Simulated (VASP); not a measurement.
Input:

```
InPd
1.0
    3.27767     0.00000     0.00000
    0.00000     3.27767     0.00000
    0.00000     0.00000     3.27767
In Pd
1 1
Cartesian
  1.63884   1.63884   1.63884
  0.00000   0.00000   0.00000
```

Computed with optB86b-vdW, VASP's PBE PAW potentials (set 64) (plane waves; VASP). Settings: 520 eV cut-off, 10×10×10 Γ-centred mesh, first-order Methfessel-Paxton smearing of 0.10 eV, potentials In_d Pd.

Unless said otherwise, spin-orbit coupling is left out, though it shifts the bands of the heavy elements here.

Predict the energy per atom (σ→0), band gap (on the k-mesh) with the smallest direct gap where there is one.

```
Property                                                     Value
------------------------  ----------------------------------------
band gap (on the k-mesh)  none (metal, semimetal or under 0.01 eV)
energy per atom (σ→0)                               -1.452 eV/atom
```

Only differences to runs with the same potentials and settings are physical.

The compound is PdIn in the CsCl type structure. It was relaxed first. The start is the result of an earlier pass. The electron count is odd and the run is not spin-polarised, which forces a metal.
